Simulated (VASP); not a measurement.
Output of a VASP run:

OSZICAR:
```
...
   2 F= -.91532257E+01 E0= -.91506856E+01  d E =-.812596E-02
       N       E                     dE             d eps       ncg     rms          rms(c)
DAV:   1    -0.916056744709E+01   -0.73414E-02   -0.26953E-01  4113   0.919E+00    0.542E-01
DAV:   2    -0.915539499895E+01    0.51724E-02   -0.20005E-02  4163   0.277E+00    0.204E-01
DAV:   3    -0.915425978562E+01    0.11352E-02   -0.40354E-03  4263   0.131E+00    0.867E-02
DAV:   4    -0.915423929808E+01    0.20488E-04   -0.33318E-04  4223   0.181E-01    0.609E-02
DAV:   5    -0.915422444831E+01    0.14850E-04   -0.23341E-05  5378   0.910E-02    0.215E-02
DAV:   6    -0.915422351898E+01    0.92933E-06   -0.35211E-06  3223   0.235E-02
   3 F= -.91542235E+01 E0= -.91515931E+01  d E =-.912380E-02
       N       E                     dE             d eps       ncg     rms          rms(c)
DAV:   1    -0.915597242100E+01   -0.17480E-02   -0.11606E-01  5087   0.341E+00    0.200E-01
DAV:   2    -0.915516711330E+01    0.80531E-03   -0.25861E-03  4423   0.903E-01    0.929E-02
DAV:   3    -0.915491878483E+01    0.24833E-03   -0.64334E-04  4705   0.474E-01    0.369E-02
DAV:   4    -0.915491102873E+01    0.77561E-05   -0.88431E-05  4490   0.987E-02    0.263E-02
DAV:   5    -0.915490871803E+01    0.23107E-05   -0.35520E-06  4045   0.323E-02    0.101E-02
DAV:   6    -0.915490853300E+01    0.18503E-06   -0.10915E-06  2063   0.116E-02
   4 F= -.91549085E+01 E0= -.91522764E+01  d E =-.685014E-03
       N       E                     dE             d eps       ncg     rms          rms(c)
DAV:   1    -0.915684892615E+01   -0.19402E-02   -0.18030E-01  5087   0.426E+00    0.248E-01
DAV:   2    -0.915561073284E+01    0.12382E-02   -0.39854E-03  4418   0.112E+00    0.116E-01
DAV:   3    -0.915522816692E+01    0.38257E-03   -0.99179E-04  4726   0.587E-01    0.457E-02
DAV:   4    -0.915521685395E+01    0.11313E-04   -0.13587E-04  4474   0.123E-01    0.324E-02
DAV:   5    -0.915521361037E+01    0.32436E-05   -0.63912E-06  5198   0.400E-02    0.136E-02
DAV:   6    -0.915521329655E+01    0.31382E-06   -0.48262E-07  1714   0.130E-02
   5 F= -.91552133E+01 E0= -.91525661E+01  d E =-.989778E-03
       N       E                     dE             d eps       ncg     rms          rms(c)
DAV:   1    -0.915957863180E+01   -0.43650E-02   -0.15351E-01  4634   0.454E+00    0.372E-01
DAV:   2    -0.915659786105E+01    0.29808E-02   -0.70339E-03  4288   0.143E+00    0.185E-01
DAV:   3    -0.915546526589E+01    0.11326E-02   -0.26760E-03  5167   0.924E-01    0.677E-02
DAV:   4    -0.915544472016E+01    0.20546E-04   -0.34274E-04  4100   0.206E-01    0.386E-02
DAV:   5    -0.915544010255E+01    0.46176E-05   -0.28342E-05  5137   0.865E-02    0.170E-02
DAV:   6    -0.915544042993E+01   -0.32738E-06   -0.36911E-06  3125   0.228E-02
   6 F= -.91554404E+01 E0= -.91528349E+01  d E =-.227133E-03
       N       E                     dE             d eps       ncg     rms          rms(c)
DAV:   1    -0.915575511238E+01   -0.31501E-03   -0.10520E-02  4690   0.120E+00    0.978E-02
DAV:   2    -0.915555177126E+01    0.20334E-03   -0.47044E-04  4341   0.385E-01    0.484E-02
DAV:   3    -0.915547391780E+01    0.77853E-04   -0.18453E-04  5235   0.249E-01    0.175E-02
DAV:   4    -0.915547159333E+01    0.23245E-05   -0.23512E-05  4101   0.546E-02    0.988E-03
DAV:   5    -0.915547075704E+01    0.83628E-06   -0.10475E-06  1904   0.225E-02
   7 F= -.91554708E+01 E0= -.91528559E+01  d E =-.257460E-03
```

**OUTCAR**
```
------------------------ aborting loop because EDIFF is reached ----------------------------------------
  FORCE on cell =-STRESS in cart. coord.  units (eV):
  Direction    XX          YY          ZZ          XY          YZ          ZX
  --------------------------------------------------------------------------------------
  Total       -0.0077159     -0.0084267     -0.0068118      0.0056848      0.0025293      0.0029906
  in kB       -0.2445185     -0.2670459     -0.2158693      0.1801547      0.0801554      0.0947744
  external PRESSURE =      -0.2424779 kB  Pullay stress =       0.0000000 kB
  volume of cell :       50.56
      direct lattice vectors                 reciprocal lattice vectors
    -0.000603686  2.934907848  2.934536390    -0.170332107  0.170344579  0.170368149
     2.934581192 -0.000428108  2.934388420     0.170362981 -0.170330884  0.170387491
     2.934517403  2.934686431 -0.000383827     0.170369810  0.170369629 -0.170356147
  FREE ENERGIE OF THE ION-ELECTRON SYSTEM (eV)
  ---------------------------------------------------
  free  energy   TOTEN  =        -9.1554707570 eV

  energy  without entropy=       -9.1502411325  energy(sigma->0) =       -9.15285594

 reached required accuracy - stopping structural energy minimisation
```
(Selected blocks of OUTCAR.)

**POSCAR**
```
InP
1
    0.0000000000     2.9519750000     2.9519750000
    2.9519750000     0.0000000000     2.9519750000
    2.9519750000     2.9519750000     0.0000000000
In P
1 1
Direct
 -0.0002990000   0.0060920000  -0.0019170000
  0.2502990000   0.2439080000   0.2519170000
```

Write an INCAR and KPOINTS that could have produced this output.

Several could match; the one computed here: the input of the run itself, PBEsol GGA, plane waves, VASP's PBE PAW potentials (set 64).

KPOINTS:
```
Automatic mesh
0
Gamma
  4 4 4
0.5 0.5 0.5
```

### INCAR
```
# general
SYSTEM  = InP
PREC    = Accurate
ENCUT   = 300
LREAL   = .FALSE.
LASPH   = .TRUE.

# electronic loop
EDIFF   = 1E-6
NELM    = 100
ALGO    = Normal
LMAXMIX = 4

# smearing
ISMEAR  = -1
SIGMA   = 0.2

# functional
GGA     = PS

# ions
IBRION  = 2
NSW     = 50
ISIF    = 3
EDIFFG  = -0.01

# output
LWAVE   = .FALSE.
LCHARG  = .FALSE.
```

POTCAR, in this order: In_d P (PBE.64 set). Program: vasp_std.

At this cut-off the stress carries a Pulay error, which pulls relaxed volumes low.

The structure comes from a computed database's InP entry; how it stands against other phases isn't given here. In the starting cell atoms are displaced from their ideal sites. This run relaxes it. The k-mesh is coarse (spacing up to 0.46 per Å, 2π included), so the numbers may not be converged in it. The run is one of a series of settings (EDIFFG = -0.01, IBRION = 2, ISIF = 3, ISMEAR = -1, NSW = 50, SIGMA = 0.2, KPOINTS 4×4×4 Γ-centred mesh shifted by (0.5, 0.5, 0.5) against the base run), some of them coarse on purpose.
